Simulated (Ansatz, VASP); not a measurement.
# Cross-check of CeB2C2 between VASP and Ansatz

One calculation is typed for both programs; each brings its own data sets and cutoff. How far apart do they land?

Calculated with Ansatz 0.2.0; plane waves, with VASP 6.6.1 beside it; single point at PBEsol, DFT+U.

In doubt: a part-filled 4f shell, where there is one, can sit in one of many states, so energies may not be the lowest and differences between runs may mislead; derivatives with an open 4f shell can jump between states, which bears on forces and vibrations.

### Step 1. Set-up

The structure is tetragonal, space group P4/mbm (No. 127). Conventional cell: a = 5.396 Å, b = 5.396 Å, c = 3.844 Å, α = 90.00°, β = 90.00°, γ = 90.00°. Nearest to Ce lie 8 C at 2.79 Å and 8 B at 2.84 Å. Nearest to B lie 3 C at 1.53 to 1.62 Å and 1 B at 2.12 Å and 4 Ce at 2.84 Å. C has 3 B at 1.53 to 1.62 Å and 1 C at 2.44 Å and 4 Ce at 2.79 Å nearest. Farther neighbours are not listed.

### Step 2. Ansatz: single point, PBEsol, DFT+U

Ansatz runs on its default PAW (the set named soft_2) files.

A single point gives forces, pressure and levels at one fixed geometry, so differences don't come from the geometry; what else differs is listed under the comparison.

input.yaml reads:

```yaml
crystal:
  lattice:
    - [5.3958, 0.0, 0.0]
    - [0.0, 5.3958, 0.0]
    - [0.0, 0.0, 3.8442]
  atoms:
    - { symbol: Ce, position: [0.0, 0.0, 0.0], spin: 1.0 }
    - { symbol: Ce, position: [0.5, 0.5, 0.0], spin: -1.0 }
    - { symbol: B, position: [0.361, 0.861, 0.5] }
    - { symbol: B, position: [0.139, 0.361, 0.5] }
    - { symbol: B, position: [0.639, 0.139, 0.5] }
    - { symbol: B, position: [0.861, 0.639, 0.5] }
    - { symbol: C, position: [0.16, 0.66, 0.5] }
    - { symbol: C, position: [0.34, 0.16, 0.5] }
    - { symbol: C, position: [0.84, 0.34, 0.5] }
    - { symbol: C, position: [0.66, 0.84, 0.5] }
hamiltonian:
  xc: pbesol
  pseudopotentials: { kind: paw }
  hubbard: { sites: [{ species: Ce, l: f, u_eff: 6.0 }] }
magnetization:
  spin_polarized: true
kpoints:
  mp_grid: { grid: [6, 6, 10] }
scf:
  occupations: { method: fermi_dirac, width: 0.1 }
  n_extra_bands: 9
output:
  forces: true
  stress: true
  eigenvalues: true
  write_density: true
  write_potential: true
  elf: true
  volumetric_format: npy
```

Launch:

```
$ ansatz run input.yaml --threads 4 --pin off --max-ram 9216MiB --backend cpu --events-out ev --progress --plain --runs-dir out
```

Numbers of over 12 decimals in the logs are rounded to 6 here.

What it wrote:

```text
Ce: projections on atomic orbitals take those of the free atom [Kr 4d10] 4f1 5s2 5p6 5d1 6s2, of charge +0.00 (hamiltonian.pseudopotentials.projection_atoms); the dataset's partial waves leave at most 1.4e-5 of an orbital's norm unspanned inside its sphere
B: projections on atomic orbitals take those of the free atom [He] 2s2 2p1, of charge +0.00 (hamiltonian.pseudopotentials.projection_atoms); the dataset's partial waves leave at most 3.0e-9 of an orbital's norm unspanned inside its sphere
C: projections on atomic orbitals take those of the free atom [He] 2s2 2p2, of charge +0.00 (hamiltonian.pseudopotentials.projection_atoms); the dataset's partial waves leave at most 3.7e-9 of an orbital's norm unspanned inside its sphere
scf.n_extra_bands = 9 over 26 filled bands (N_el = 52.0): the run solves 35 bands
Engine: ansatz 0.2.0, aarch64-unknown-linux-gnu
Pseudopotentials: kind: paw
Pseudopotential: Ce, paw, valence charge 12, recommended cutoff 420 eV (normal), Ce.paw.azcp
Pseudopotential: B, paw, valence charge 3, recommended cutoff 420 eV (normal), B.paw.azcp
Pseudopotential: C, paw, valence charge 4, recommended cutoff 420 eV (normal), C.paw.azcp
Functional definition: PBEsol
  exchange = pbesol_x
  correlation = pbesol_c
Crystal: 10 atoms, lattice volume = 111.923 Å³
Basis set: ecut = 420 eV, 2161 PW (Γ), exchange–correlation on 80×80×54 points (8 copies of the dense FFT grid, shifted against one another)
Bands: 54, of which v1, the nominal top of the filled ones, is band 26 counted from 1 (25 counted from 0)
Symmetry: 8 space group operations
Space group: P4/m (ITA 83), of the structure as read, at distance tolerance 4.8e-5 Å
Magnetic group: BNS 127.393 (UNI 1053), of the structure as read, at distance tolerance 4.8e-5 Å
k-points: 66 of 360
Non-local potential: Ce, projectors of the file, l = 0: 3, l = 1: 2, l = 2: 2, l = 3: 3
Non-local potential: B, projectors of the file, l = 0: 2, l = 1: 2, l = 2: 1
Non-local potential: C, projectors of the file, l = 0: 2, l = 1: 2, l = 2: 1
PAW form: soft (Blöchl's): semilocal exchange-correlation on the pseudo side does not see the compensation charge
PAW frozen core: Ce, regenerated for the run's functional, and the local potential with it (the file was generated under x = pbe(κ = 0.804, μ = 0.219515), c = pbe(β = 0.066725))
PAW frozen core: B, regenerated for the run's functional, and the local potential with it (the file was generated under x = pbe(κ = 0.804, μ = 0.219515), c = pbe(β = 0.066725))
PAW frozen core: C, regenerated for the run's functional, and the local potential with it (the file was generated under x = pbe(κ = 0.804, μ = 0.219515), c = pbe(β = 0.066725))
PAW one-centre angular grid: Ce, 590 points (default); XC on 64 Gauss nodes
PAW one-centre angular grid: B, 110 points (default); XC on 64 Gauss nodes
PAW one-centre angular grid: C, 110 points (default); XC on 64 Gauss nodes
Initial density: superposition of atomic densities (chi_scale 0.1, normalization cell, long waves kept (reshape's long-wave potential 0.00 eV rms))
Starting magnetic order: altermagnet, g-wave, planar spin-momentum locking; spin-degenerate planes through Γ normal to [0 1 0], [1 -1 0], [1 0 0], [1 1 0] of the run's lattice
Initial wavefunctions: pseudopotential atomic-orbital guess
Functional: x = pbesol(κ = 0.804, μ = 0.123457), c = pbesol(β = 0.046)
SCF iter   1: F=—  HF=-14574.204928 eV  |F-HF|=—  |Δ(HF+E_count)|=         —  Δρ=7.23e-2 (↑7.23e-2 ↓7.23e-2)  dr2=1.46e1  dr2_m=1.04e0  M=-0.002 μB ∫|m|=1.954 μB  β_m=0.30  ethr=3.10e-3  ⟨swp⟩=5.4  Hψ=29168  notcnv=0  defer=888
preconditioner: auto → Kerker (q_TF=auto, 2.401 Å⁻¹)  [metal: Δε(μ)=0.016 eV  Ē_g=14.508 eV  σ=0.100 eV  W_gap=0.04  n_scr=30 (ndim 8)  ℏωp=24.3 eV  f_vac=0.001  D(μ)=4.10/eV (n_scr^D=30)]
spin=Collinear: Kerker preconditioning applied to the charge; magnetization (m = ρ↑ − ρ↓) channel mixes plain (no charge-response kernel on spin).
SCF iter   2: F=—  HF=-14571.668752 eV  |F-HF|=—  |Δ(HF+E_count)|=    2.54e0  Δρ=5.14e-2 (↑5.14e-2 ↓5.14e-2)  dr2=7.20e0  dr2_m=5.77e-1  M=-0.001 μB ∫|m|=1.999 μB  β_m=0.63  ethr=3.10e-3  ⟨swp⟩=4.1  Hψ=16349  notcnv=0  defer=2
SCF iter   3: F=—  HF=-14569.287531 eV  |F-HF|=—  |Δ(HF+E_count)|=    2.38e0  Δρ=5.68e-3 (↑5.68e-3 ↓5.68e-3)  dr2=1.76e-1  dr2_m=1.62e-3  M=-0.000 μB ∫|m|=2.045 μB  β_m=0.74  ethr=3.10e-3  ⟨swp⟩=4.2  Hψ=18545  notcnv=0  defer=6
SCF iter   4: F=—  HF=-14569.293131 eV  |F-HF|=—  |Δ(HF+E_count)|=   5.60e-3  Δρ=2.08e-3 (↑2.08e-3 ↓2.08e-3)  dr2=2.79e-2  dr2_m=7.32e-5  M=-0.000 μB ∫|m|=2.063 μB  β_m=0.87  ethr=3.39e-4  ⟨swp⟩=3.5  Hψ=15083  notcnv=0  defer=1
SCF iter   5: F=—  HF=-14569.299563 eV  |F-HF|=—  |Δ(HF+E_count)|=   6.43e-3  Δρ=5.11e-4 (↑5.11e-4 ↓5.10e-4)  dr2=1.95e-3  dr2_m=3.94e-6  M=-0.000 μB ∫|m|=2.078 μB  β_m=0.93  ethr=5.36e-5  ⟨swp⟩=2.9  Hψ=13218  notcnv=0  defer=1
SCF iter   6: F=—  HF=-14569.302491 eV  |F-HF|=—  |Δ(HF+E_count)|=   2.93e-3  Δρ=1.63e-4 (↑1.63e-4 ↓1.63e-4)  dr2=1.47e-4  dr2_m=1.82e-6  M=-0.000 μB ∫|m|=2.088 μB  β_m=0.97  ethr=3.74e-6  ⟨swp⟩=2.0  Hψ=11275  notcnv=0
SCF iter   7: F=—  HF=-14569.302499 eV  |F-HF|=—  |Δ(HF+E_count)|=   7.57e-6  Δρ=6.19e-5 (↑6.19e-5 ↓6.18e-5)  dr2=1.44e-5  dr2_m=2.89e-7  M=-0.000 μB ∫|m|=2.090 μB  β_m=0.88  ethr=2.82e-7  ⟨swp⟩=2.3  Hψ=11544  notcnv=0
Bands: 35, of which v1, the nominal top of the filled ones, is band 26 counted from 1 (25 counted from 0)
Symmetry: 2 space group operations
k-points: 184 of 360
Initial density: handed on by an earlier stage of this run
SCF iter   1: F=—  HF=-14569.372218 eV  |F-HF|=—  |Δ(HF+E_count)|=         —  Δρ=1.24e-2 (↑1.24e-2 ↓1.24e-2)  dr2=7.37e-2  dr2_m=7.97e-2  M=-0.000 μB ∫|m|=2.137 μB  ethr=1.92e-6  ⟨swp⟩=9.5  Hψ=85926  notcnv=0
iteration 1: the SCF starts in the orbital order of the open f shells that the search before it chose, by its bands or by converging an SCF in each of two, with that order's moments; no other order was found more than 0.2 meV higher (one found slightly lower counts as degenerate)
preconditioner: auto → Kerker (q_TF=auto, 2.401 Å⁻¹)  [metal: Δε(μ)=0.017 eV  Ē_g=9.499 eV  σ=0.100 eV  W_gap=0.04  n_scr=30 (ndim 8)  ℏωp=24.3 eV  f_vac=0.003  D(μ)=1.70/eV (n_scr^D=10)]
spin=Collinear: Kerker preconditioning applied to the charge; magnetization (m = ρ↑ − ρ↓) channel mixes plain (no charge-response kernel on spin).
SCF iter   2: F=—  HF=-14569.386104 eV  |F-HF|=—  |Δ(HF+E_count)|=   1.39e-2  Δρ=1.14e-3 (↑1.14e-3 ↓1.14e-3)  dr2=1.88e-3  dr2_m=5.24e-4  M=-0.000 μB ∫|m|=2.163 μB  β_m=0.30  ethr=1.92e-6  ⟨swp⟩=8.2  Hψ=53340  notcnv=0  defer=3
SCF iter   3: F=—  HF=-14569.386160 eV  |F-HF|=—  |Δ(HF+E_count)|=   5.53e-5  Δρ=8.38e-4 (↑8.38e-4 ↓8.38e-4)  dr2=9.96e-4  dr2_m=2.90e-4  M=-0.000 μB ∫|m|=2.165 μB  β_m=0.65  ethr=1.92e-6  ⟨swp⟩=1.3  Hψ=13931  notcnv=0  defer=2
SCF iter   4: F=—  HF=-14569.386279 eV  |F-HF|=—  |Δ(HF+E_count)|=         —  Δρ=6.90e-5 (↑6.90e-5 ↓6.88e-5)  dr2=1.12e-5  dr2_m=1.76e-6  M=-0.000 μB ∫|m|=2.172 μB  β_m=0.65  ethr=1.92e-6  ⟨swp⟩=2.0  Hψ=22528  notcnv=0  defer=2
Mixer restart at iter 4: flushing history
SCF iter   5: F=—  HF=-14569.386282 eV  |F-HF|=—  |Δ(HF+E_count)|=   3.33e-6  Δρ=3.84e-5 (↑3.84e-5 ↓3.82e-5)  dr2=3.97e-6  dr2_m=5.08e-7  M=-0.000 μB ∫|m|=2.173 μB  β_m=0.78  ethr=2.15e-8  ⟨swp⟩=2.5  Hψ=18039  notcnv=0  defer=2
SCF iter   6: F=—  HF=-14569.386285 eV  |F-HF|=—  |Δ(HF+E_count)|=   2.63e-6  Δρ=7.86e-6 (↑7.86e-6 ↓7.70e-6)  dr2=1.00e-7  dr2_m=3.68e-8  M=-0.000 μB ∫|m|=2.173 μB  β_m=0.91  ethr=1.92e-10  ⟨swp⟩=16.8  Hψ=137875  notcnv=0
SCF iter   7: F=-14569.386285 eV  HF=-14569.386285 eV  |F-HF|=5.37e-9  |Δ(HF+E_count)|=   3.92e-7  Δρ=3.62e-6 (↑3.62e-6 ↓3.60e-6)  dr2=4.30e-8  dr2_m=3.89e-9  M=-0.000 μB ∫|m|=2.173 μB  ethr=1.92e-10  ⟨swp⟩=10.2  Hψ=105748  notcnv=0
SCF 1 converged in 7 iterations: F = -14569.386285 eV  dr2 = 4.30e-8
  greatest PAW one-centre occupation: 0.981 electrons in one spin orbital (limit 2), on the Ce atom at site 0 (counted from 0), in its partial waves of l = 0
SCF converged after 14 iterations (7 of them in the search for the orbital order of the open f shells)
Magnetization: -0.0000 μB (26.0000 up, 26.0000 down)
Absolute magnetization: 2.1407 μB (∫|ρ↑−ρ↓|, with the PAW one-centre terms)
Spin contamination: 1.0068 ħ² per cell (⟨S²⟩ above its minimum at these occupations)
Per-site moments (μB) at R_I (Å): [(0.971332, 1.152453), (-0.971336, 1.152453), (-0.000252752, 0.632690), (0.000252013, 0.632690), (-0.000252752, 0.632690), (0.000252013, 0.632690), (0.00044611, 0.632690), (-0.000445482, 0.632690), (0.00044611, 0.632690), (-0.000445482, 0.632690)]
Free energy (F): -14569.386285 eV
Harris-Foulkes:  -14569.386285 eV  (|F-HF|=5.37e-9)
Internal energy: -14569.329364 eV  (E = F + TS)
E sigma→0 (E₀):  -14569.357824 eV
Entropy (-TS):   -0.056921 eV (-5.692 meV/atom)
Fermi energy:    12.828496 eV
--- Per-component energies (eV) ---
  E_band       = 88.630494
  E_kinetic    = 1299.703020
  E_local      = -1130.900781  (includes V_loc(G=0)·N_el)
  E_nonlocal   = 79.032798
  E_hartree    = 351.889653
  E_xc         = -764.779084
  E_vxc        = -887.413989  (∫ρ·V_xc dr)
  E_hubbard    = 0.736954  (on-site DFT+U / exact-exchange correction)
  E_vhub       = -5.114872  (the Hubbard potential's part of the band-sum identity)
  E_paw        = -11463.173887  (= ΣΔE_a)
  E_vpaw       = 29.543966  (= ΣTr[D̂ρ^β])
  E_aug_tail   = 0.000017  (compensation charges beyond the density's cutoff)
  E_ewald      = -2942.433891
  E_core_change = 0.595837  (= ΣΔE_core)
  E_smearing   = -0.056921  (= −TS)
  E_closure    = 0.000000  (closes the sum)
  Σ components = -14569.386285   (vs F -14569.386285, Δ=0.00e0)
--- Forces (eV/Å), atoms counted from 1 ---
  atom   1  Ce     0.00000000     0.00000000     0.00000000
  atom   2  Ce     0.00000000     0.00000000     0.00000000
  atom   3  B      0.16106217     0.14220247    -0.02133514
  atom   4  B     -0.16100241     0.14209290    -0.02146663
  atom   5  B     -0.16106217    -0.14220247     0.02133514
  atom   6  B      0.16100241    -0.14209290     0.02146663
  atom   7  C      0.03965094     0.03301456     0.00351585
  atom   8  C     -0.03957457     0.03292291     0.00357796
  atom   9  C     -0.03965094    -0.03301456    -0.00351585
  atom  10  C      0.03957457    -0.03292291    -0.00357796
  max |Σ_I F_I| component: 0.00e0 eV/Å
--- Stress (GPa, compression-positive) ---
       -1.399510      -0.000395       0.000623
       -0.000396      -1.350981      -0.331150
        0.000612      -0.331079       0.101406
  P = ⅓ Tr σ = -0.8830 GPa (-8.830 kbar)
--- Band table (eV; the first three rows and the last of 368) ---
  k-point 0 ↑: bands = [... 22 lower, 10.6066, 11.0131, 11.0737, 11.7107, 13.2735, 13.6441, 14.2205, 14.2295, ... 5 higher]
  k-point 1 ↑: bands = [... 22 lower, 10.5758, 10.9949, 11.0435, 12.0799, 12.7548, 13.9332, 14.3206, 14.3400, ... 5 higher]
  k-point 2 ↑: bands = [... 22 lower, 10.6543, 10.9595, 10.9911, 11.7548, 12.9140, 14.5687, 14.6157, 14.9743, ... 5 higher]
  k-point 183 ↓: bands = [... 22 lower, 9.6864, 9.7305, 10.0548, 12.8861, 12.9890, 15.4807, 15.4906, 16.0944, ... 5 higher]
Occupation matrices written to <dir>
```

Elapsed: 3.1 min, on 4 threads of Arm Neoverse N1, shared host; peak memory 1.8 GiB.

The column dr2 measures how far the density is from self-consistency, as an energy; F and HF (Harris–Foulkes) agree once it is small.

The run ends at a pressure of -0.88 GPa, with forces up to 0.22 eV/Å.

[end of part 1 of 2]

[Lines on the potential files, build, host, timing and source positions are cut from VASP's logs without a mark.]

[Logs are printed without paths, hosts, clocks, repeated set-up lines and the standing remarks that a program may print on its own settings, such as how far it seeks lower states.]

[Hosts, paths, dates, database ids (printed as entryN), source tags and the programs' standing remarks are cut or masked in the printed files.]
